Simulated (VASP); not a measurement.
# Sr3Bi (P6_3/mmc) in VASP: equation of state

How stiff is Sr3Bi in PBE, and what volume does it want? The cell is scaled to several volumes.

All numbers are computed with VASP 6.6.1; they aren't measurements. Logs are shortened: lines on timing, memory, paths and dates and some standing lists are left out, and cuts for length are marked.

### 1 The structure

It takes space group P6_3/mmc (No. 194, hexagonal). The conventional cell has a = 7.786 Å, b = 7.786 Å, c = 6.296 Å, α = 90.00°, β = 90.00°, γ = 120.00°. Around Bi (site symmetry -6m2) lie 12 Sr at 3.83 to 3.89 Å. Around Sr (site symmetry mm2) lie 8 Sr at 3.79 to 4.00 Å and 4 Bi at 3.83 to 3.89 Å.

The cell comes from a database or a generator and needn't be the stable form of this composition.

### 2 Equation of state, PBE, 38.84 Å³/atom (volume scaled by 0.94)

Input file INCAR:

```
PREC = Accurate ; ENCUT = 520
EDIFF = 1E-7 ; ISMEAR = -1
SIGMA = 0.05 ; LREAL = False
LASPH = True ; NELM = 80
ALGO = Normal ; ISIF = 2
LWAVE = False ; LCHARG = False
GGA = PE ; NBANDS = 55
```

Input file KPOINTS:

```
Automatic mesh
0
Gamma
  4 4 4
```

Input file POSCAR:

```
Sr3Bi
1.0
    7.6270049569      0.0000000000      0.0000000000
   -3.8135024784      6.6051800475      0.0000000000
    0.0000000000      0.0000000000      6.1678473628
Bi Sr
2 6
Direct
    0.3333333333      0.6666666667      0.7500000000
    0.6666666667      0.3333333333      0.2500000000
    0.1711700050      0.3423400100      0.2500000000
    0.1711700050      0.8288299950      0.2500000000
    0.6576599900      0.8288299950      0.2500000000
    0.8288299950      0.6576599900      0.7500000000
    0.8288299950      0.1711700050      0.7500000000
    0.3423400100      0.1711700050      0.7500000000
```

Potentials or basis: VASP PAW PBE potentials, release 64 (Bi_d, Sr_sv).

Command:

```bash
cat potpaw_PBE.64/Bi_d/POTCAR potpaw_PBE.64/Sr_sv/POTCAR > POTCAR
mpirun -np 1 vasp_std > vasp.out
```

OUTCAR:

```text
PREC = Accurate
   ENCUT = 520
   EDIFF = 1E-7
   ISMEAR = -1
   LREAL = False
   LASPH = True
   NELM = 80
   ISIF = 2
   GGA = PE

 Found     12 irreducible k-points:

 Following reciprocal coordinates:
            Coordinates               Weight
  0.000000  0.000000  0.000000      1.000000
  0.250000  0.000000  0.000000      6.000000
  0.500000  0.000000  0.000000      3.000000
  0.250000  0.250000  0.000000      6.000000
  0.000000  0.000000  0.250000      2.000000
  0.250000  0.000000  0.250000     12.000000
   k-points           NKPTS =     12   k-points in BZ     NKDIM =     12   number of bands    NBANDS=     55
   number of dos      NEDOS =    301   number of ions     NIONS =      8
   total plane-waves  NPLWV = 172800
   dimension x,y,z NGX =    60 NGY =   60 NGZ =   48
   dimension x,y,z NGXF=   120 NGYF=  120 NGZF=   96
   ions per type =               2   6
   NGX,Y,Z   is equivalent  to a cutoff of  13.08, 13.08, 12.94 a.u.
   NGXF,Y,Z  is equivalent  to a cutoff of  26.16, 26.16, 25.88 a.u.
 SYSTEM =  unknown system
   PREC   = accura    normal or accurate (medium, high low for compatibility)
   ISTART =      0    job   : 0-new  1-cont  2-samecut
   ICHARG =      2    charge: 1-file 2-atom 10-const
   ISPIN  =      1    spin polarized calculation?
   LNONCOLLINEAR =      F non collinear calculations
   LSORBIT =      F    spin-orbit coupling
   LASPH  =      T    aspherical Exc in radial PAW
   ENCUT  =  520.0 eV  38.22 Ry    6.18 a.u.  14.18 14.18 11.47*2*pi/ulx,y,z
   NELM   =     80;   NELMIN=  2; NELMDL= -5     # of ELM steps
   EDIFF  = 0.1E-06   stopping-criterion for ELM
   LREAL  =      F    real-space projection
   EDIFFG = 0.1E-05   stopping-criterion for IOM
   NSW    =      0    number of steps for IOM
   IBRION =     -1    ionic relax: 0-MD 1-quasi-New 2-CG
   NFREE  =      0    steps in history (QN), initial steepest desc. (CG)
   ISIF   =      2    stress and relaxation
   ISYM   =      2    0-nonsym 1-usesym 2-fastsym
   POTIM  = 0.5000    time-step for ionic-motion
   TEBEG  =    0.0;   TEEND  =   0.0 temperature during run
   PSTRESS=    0.0 pullay stress
   NELECT =      90.0000    total number of electrons
   NUPDOWN=      -1.0000    fix difference up-down
   EMIN   =  10.00;   EMAX   =-10.00  energy-range for DOS
   EFERMI =   0.00;   METHOD = LEGACY
   ISMEAR =    -1;   SIGMA  =   0.05  broadening in eV -4-tet -1-fermi 0-gaus
   EFERMI_NEDOS =   21; number of points for ismear=-14 and -15
   IALGO  =     38    algorithm
   IMIX   =      4    mixing-type and parameters
     AMIX     =   0.40;   BMIX     =  1.00
     AMIX_MAG =   1.60;   BMIX_MAG =  1.00
  volume/ion in A,a.u.               =      38.84       262.11
  Fermi-wavevector in a.u.,A,eV,Ry     =   1.083174  2.046902 15.963252  1.173266
  Thomas-Fermi vector in A             =   2.219234
   LORBIT       =      0    0 simple, 1 ext, 2 COOP (PROOUT), +10 PAW based schemes
   GGA     = PE    functional components
   LHFCALC =     F    Hartree Fock is set to
   AEXX    =    0.0000 exact exchange contribution
   IVDW    =     0    specifies the selected vdW correction
   LEPSILON=     F    determine dielectric tensor
   LRPA    =     F    only Hartree local field effects (RPA)
 non-spin polarized calculation
  energy-cutoff  :      520.00
  volume of cell :      310.72
 maximum number of plane-waves:      8386
 NGX is ok and might be reduce to    60
   NGX = 29   NGY = 29   NGZ = 23

 number of electron      89.9999988 magnetization

 Free energy of the ion-electron system (eV)
  ---------------------------------------------------
  ext. energy  EPLUGINS =         0.00000000
  ---------------------------------------------------
  free energy    TOTEN  =       -20.87341553 eV

  energy without entropy =      -20.81527001  energy(sigma->0) =      -20.84434277

 E-fermi :   3.9518     XC(G=0):  -8.6317

 val. band max:        3.9377093568   @ k =   0.0000   0.0000   0.0000
 cond. band min:       3.9566703166   @ k =   0.2500   0.2500   0.0000
 fundamental gap:      0.0189609598
 Fermi energy:         3.9518228646

 k-point     1 :       0.0000    0.0000    0.0000
  band No.  band energies     occupation
      1     -32.5972      2.00000
      2     -32.5568      2.00000
      3     -32.5536      2.00000
      4     -32.5536      2.00000
      5     -32.5341      2.00000
      6     -32.5341      2.00000
[... 47 lines left out ...]
     54       5.7051      0.00000
     55       5.7212      0.00000

 k-point     2 :       0.2500    0.0000    0.0000
  band No.  band energies     occupation
      1     -32.5915      2.00000
      2     -32.5616      2.00000
      3     -32.5539      2.00000
      4     -32.5537      2.00000
      5     -32.5347      2.00000
      6     -32.5340      2.00000
[... 47 lines left out ...]
     54       5.5924      0.00000
     55       5.6420      0.00000

 k-point     3 :       0.5000    0.0000    0.0000
  band No.  band energies     occupation
      1     -32.5792      2.00000
      2     -32.5750      2.00000
      3     -32.5538      2.00000
      4     -32.5516      2.00000
      5     -32.5360      2.00000
      6     -32.5339      2.00000
[... 47 lines left out ...]
     54       5.7045      0.00000
     55       5.8759      0.00000

 k-point     4 :       0.2500    0.2500    0.0000
  band No.  band energies     occupation
      1     -32.5817      2.00000
      2     -32.5666      2.00000
      3     -32.5650      2.00000
      4     -32.5450      2.00000
      5     -32.5365      2.00000
      6     -32.5347      2.00000
[... 47 lines left out ...]
     54       5.5824      0.00000
     55       5.5868      0.00000

 k-point     5 :       0.0000    0.0000    0.2500
  band No.  band energies     occupation
      1     -32.5913      2.00000
      2     -32.5627      2.00000
      3     -32.5508      2.00000
      4     -32.5508      2.00000
      5     -32.5369      2.00000
      6     -32.5369      2.00000
[... 47 lines left out ...]
     54       5.3267      0.00000
     55       5.3267      0.00000

 k-point     6 :       0.2500    0.0000    0.2500
  band No.  band energies     occupation
      1     -32.5860      2.00000
      2     -32.5625      2.00000
      3     -32.5545      2.00000
      4     -32.5508      2.00000
      5     -32.5387      2.00000
      6     -32.5369      2.00000
[... 47 lines left out ...]
     54       5.5284      0.00000
     55       5.6171      0.00000

 [... further k-points ...]

------------------------ aborting loop because EDIFF is reached ----------------------------------------

  FORCE on cell =-STRESS in cart. coord.  units (eV):
  Direction    XX          YY          ZZ          XY          YZ          ZX
  --------------------------------------------------------------------------------------
  -------------------------------------------------------------------------------------
  Total        2.2890200      2.2890200      2.3581162      0.0000000     -0.0000000      0.0000000
  in kB       11.8028764     11.8028764     12.1591574      0.0000000     -0.0000000      0.0000000
  external PRESSURE =      11.9216367 kB  Pullay stress =       0.0000000 kB

 VOLUME and BASIS-vectors are now :
 -----------------------------------------------------------------------------
  energy-cutoff  :      520.00
  volume of cell :      310.72
      direct lattice vectors                 reciprocal lattice vectors
     7.627004957  0.000000000  0.000000000     0.131113065  0.075698164  0.000000000
    -3.813502478  6.605180048  0.000000000     0.000000000  0.151396327  0.000000000
     0.000000000  0.000000000  6.167847363     0.000000000  0.000000000  0.162131120

 POSITION                                       TOTAL-FORCE (eV/Angst)
 -----------------------------------------------------------------------------------
     -0.00000      4.40345      4.62589        -0.000000     -0.000000      0.000000
      3.81350      2.20173      1.54196        -0.000000     -0.000000      0.000000
      0.00000      2.26122      1.54196        -0.000000     -0.001419      0.000000
     -1.85523      5.47457      1.54196        -0.001229      0.000710      0.000000
      1.85523      5.47457      1.54196         0.001229      0.000710      0.000000
      3.81350      4.34396      4.62589         0.000000      0.001419      0.000000
      5.66873      1.13061      4.62589         0.001229     -0.000710      0.000000
      1.95827      1.13061      4.62589        -0.001229     -0.000710      0.000000
 -----------------------------------------------------------------------------------
    total drift:                               -0.000001      0.000001     -0.000000

  FREE ENERGIE OF THE ION-ELECTRON SYSTEM (eV)
  ---------------------------------------------------
  free  energy   TOTEN  =       -20.8734155314 eV

  energy  without entropy=      -20.8152700090  energy(sigma->0) =      -20.84434277
```

Wall time 2.2 min (1 thread of Intel Xeon 6975P-C (Granite Rapids), shared host); peak memory 0.52 GiB.

What came out:

- Free energy: -20.8734 eV
- Pressure: 1.2 GPa
- Band gap on the k mesh: none (metal or under the smearing width)

Caveat: spin-orbit coupling is left out, which moves the levels of the heavy elements.

### 3 Equation of state, PBE, 39.67 Å³/atom (volume scaled by 0.96)

Input file INCAR:

```
SYSTEM = Sr3Bi
  PREC = Accurate
  ENCUT = 520
  EDIFF = 1E-7
  ISMEAR = -1
  SIGMA = 0.05
  LREAL = .FALSE.
  LASPH = .TRUE.
  NELM = 80
  ALGO = Normal
  ISIF = 2
  LWAVE = .FALSE.
  LCHARG = .FALSE.
  GGA = PE
  NBANDS = 55
```

Input file KPOINTS:

```
Automatic mesh
0
G
  4 4 4
  0 0 0
```

Edit POSCAR of step 2 so:

```diff
@@ -2,5 +2,5 @@
 1.0
-    7.6270049569      0.0000000000      0.0000000000
-   -3.8135024784      6.6051800475      0.0000000000
-    0.0000000000      0.0000000000      6.1678473628
+    7.6807180291      0.0000000000      0.0000000000
+   -3.8403590145      6.6516969325      0.0000000000
+    0.0000000000      0.0000000000      6.2112843387
 Bi Sr
```

Potentials or basis: VASP PAW PBE potentials, release 64 (Bi_d, Sr_sv).

Command:

```bash
cat potpaw_PBE.64/Bi_d/POTCAR potpaw_PBE.64/Sr_sv/POTCAR > POTCAR
mpirun -np 1 vasp_std > vasp.out
```

Wall time 2.3 min (1 thread of Intel Xeon 6975P-C (Granite Rapids), shared host); peak memory 0.51 GiB.

The run converged. Its results:

| Quantity | Value |
| --- | --- |
| Free energy | -20.9138 eV |
| Pressure | 0.7 GPa |
| Largest force | 0.003 eV/Å |
| Band gap on the k mesh | none (metal or under the smearing width) |

Caveat: spin-orbit coupling is left out, which moves the levels of the heavy elements.

### 4 Equation of state, PBE, 40.49 Å³/atom (volume scaled by 0.98)

Input file INCAR:

```
SYSTEM = Sr3Bi
PREC     = Accurate       ! precision mode
ENCUT    = 520            ! plane-wave cutoff, eV
EDIFF    = 1E-7           ! SCF threshold, eV
ISMEAR   = -1             ! smearing method
SIGMA    = 0.05           ! smearing width, eV
LREAL    = .False.        ! projectors in reciprocal space
LASPH    = .True.         ! aspherical terms in the spheres
NELM     = 80             ! most SCF steps
ALGO     = Normal         ! electronic algorithm
ISIF     = 2              ! what is computed and relaxed
LWAVE    = .False.        ! write WAVECAR
LCHARG   = .False.        ! write CHGCAR
GGA      = PE             ! functional
NBANDS   = 55             ! bands
```

Input file KPOINTS:

```
regular mesh
0
Gamma
  4 4 4
  0 0 0
```

Edit POSCAR of step 3 so:

```diff
@@ -2,5 +2,5 @@
 1.0
-    7.6807180291      0.0000000000      0.0000000000
-   -3.8403590145      6.6516969325      0.0000000000
-    0.0000000000      0.0000000000      6.2112843387
+    7.7336901722      0.0000000000      0.0000000000
+   -3.8668450861      6.6975721541      0.0000000000
+    0.0000000000      0.0000000000      6.2541221361
 Bi Sr
```

Command:

```bash
cat potpaw_PBE.64/Bi_d/POTCAR potpaw_PBE.64/Sr_sv/POTCAR > POTCAR
mpirun -np 1 vasp_std > vasp.out
```

Wall time 2.9 min (1 thread of Intel Xeon 6975P-C (Granite Rapids), shared host); peak memory 0.51 GiB.

It converged, with:

- Free energy: -20.9354 eV
- Pressure: 0.3 GPa
- Largest force: 0.005 eV/Å
- Band gap on the k mesh: none (metal or under the smearing width)

Caveat: spin-orbit coupling is left out, which moves the levels of the heavy elements.

### 5 Equation of state, PBE, 42.15 Å³/atom (volume scaled by 1.02)

Input file INCAR:

```
SYSTEM = Sr3Bi
PREC = Accurate
ENCUT = 520
EDIFF = 1E-7
ISMEAR = -1
SIGMA = 0.05
LREAL = .False.
LASPH = .True.
NELM = 60
ALGO = Normal
ISIF = 2
LWAVE = .False.
LCHARG = .False.
GGA = PE
NBANDS = 55
```

Input file KPOINTS:

```
Automatic mesh
0
Gamma
  4 4 4
  0 0 0
```

Edit POSCAR of step 4 so:

```diff
@@ -2,5 +2,5 @@
 1.0
-    7.7336901722      0.0000000000      0.0000000000
-   -3.8668450861      6.6975721541      0.0000000000
-    0.0000000000      0.0000000000      6.2541221361
+    7.8375104825      0.0000000000      0.0000000000
+   -3.9187552412      6.7874831802      0.0000000000
+    0.0000000000      0.0000000000      6.3380801026
 Bi Sr
```

Command:

```bash
cat potpaw_PBE.64/Bi_d/POTCAR potpaw_PBE.64/Sr_sv/POTCAR > POTCAR
mpirun -np 1 vasp_std > vasp.out
```

It took 2.7 min on 1 thread of Intel Xeon 6975P-C (Granite Rapids), shared host; peak memory 0.51 GiB.

Results (log left out):

| Property | Result |
| --- | --- |
| Free energy | -20.9287 eV |
| Pressure | -0.5 GPa |
| Largest force | 0.006 eV/Å |
| Band gap on the k mesh | none (metal or under the smearing width) |

Caveat: spin-orbit coupling is left out, which moves the levels of the heavy elements.

### 6 Equation of state, PBE, 42.97 Å³/atom (volume scaled by 1.04)

Input file INCAR:

```
SYSTEM = Sr3Bi
  PREC = Accurate
  ENCUT = 520
  EDIFF = 1E-7
  ISMEAR = -1
  SIGMA = 0.05
  LREAL = .FALSE.
  LASPH = .TRUE.
  NELM = 80
  ALGO = Normal
  ISIF = 2
  LWAVE = .FALSE.
  LCHARG = .FALSE.
  GGA = PE
  NBANDS = 55
```

Input file KPOINTS:

```
regular mesh
0
G
  4 4 4
  0 0 0
```

Edit POSCAR of step 5 so:

```diff
@@ -2,5 +2,5 @@
 1.0
-    7.8375104825      0.0000000000      0.0000000000
-   -3.9187552412      6.7874831802      0.0000000000
-    0.0000000000      0.0000000000      6.3380801026
+    7.8884048338      0.0000000000      0.0000000000
+   -3.9442024168      6.8315589814      0.0000000000
+    0.0000000000      0.0000000000      6.3792376202
 Bi Sr
```

Potentials or basis: VASP PAW PBE potentials, release 64 (Bi_d, Sr_sv).

Command:

```bash
cat potpaw_PBE.64/Bi_d/POTCAR potpaw_PBE.64/Sr_sv/POTCAR > POTCAR
mpirun -np 1 vasp_std > vasp.out
```

It took 2.8 min on 1 thread of Intel Xeon 6975P-C (Granite Rapids), shared host; peak memory 0.51 GiB.

It converged, with:

| Property | Result |
| --- | --- |
| Free energy | -20.9031 eV |
| Pressure | -0.8 GPa |
| Largest force | 0.006 eV/Å |
| Band gap on the k mesh | none (metal or under the smearing width) |

Caveat: spin-orbit coupling is left out, which moves the levels of the heavy elements.

### 7 Equation of state, PBE, 43.80 Å³/atom (volume scaled by 1.06)

Input file INCAR:

```
PREC = Accurate
ENCUT = 520
EDIFF = 1E-7
ISMEAR = -1
SIGMA = 0.05
LREAL = False
LASPH = True
NELM = 60
ALGO = Normal
ISIF = 2
LWAVE = False
LCHARG = False
GGA = PE
NBANDS = 55
```

Input file KPOINTS:

```
regular mesh
0
Gamma
  4 4 4
```

Edit POSCAR of step 6 so:

```diff
@@ -2,5 +2,5 @@
 1.0
-    7.8884048338      0.0000000000      0.0000000000
-   -3.9442024168      6.8315589814      0.0000000000
-    0.0000000000      0.0000000000      6.3792376202
+    7.9386508052      0.0000000000      0.0000000000
+   -3.9693254026      6.8750732691      0.0000000000
+    0.0000000000      0.0000000000      6.4198708025
 Bi Sr
```

Command:

```bash
cat potpaw_PBE.64/Bi_d/POTCAR potpaw_PBE.64/Sr_sv/POTCAR > POTCAR
mpirun -np 1 vasp_std > vasp.out
```

It took 2.5 min on 1 thread of Intel Xeon 6975P-C (Granite Rapids), shared host; peak memory 0.52 GiB.

The run converged. Its results:

| Item | Value |
| --- | --- |
| Free energy | -20.8646 eV |
| Pressure | -1.1 GPa |
| Largest force | 0.005 eV/Å |
| Band gap on the k mesh | none (metal or under the smearing width) |

Caveat: spin-orbit coupling is left out, which moves the levels of the heavy elements.

### 8 Equation of state, PBE

Potentials or basis: VASP PAW PBE potentials, release 64 (Bi_d, Sr_sv).

This step only gathers the single runs of the series.

Results:

```
Equilibrium volume                        : 41.13 Å³/atom
Bulk modulus at fixed shape and positions : 19.3 GPa
Pressure derivative of the bulk modulus   : 3.5
```

Energy against volume, from the lowest point:
```csv
volume (Å³/atom),energy (meV/atom)
38.840,8.31
39.667,3.27
40.493,0.56
41.319,0.00
42.146,1.41
42.972,4.60
43.799,9.42
```

Caveat: the cell was scaled at fixed shape and fractional positions, which overstates the stiffness of a crystal with free parameters, most of all of layers and chains; spin-orbit coupling is left out, which moves the levels of the heavy elements.
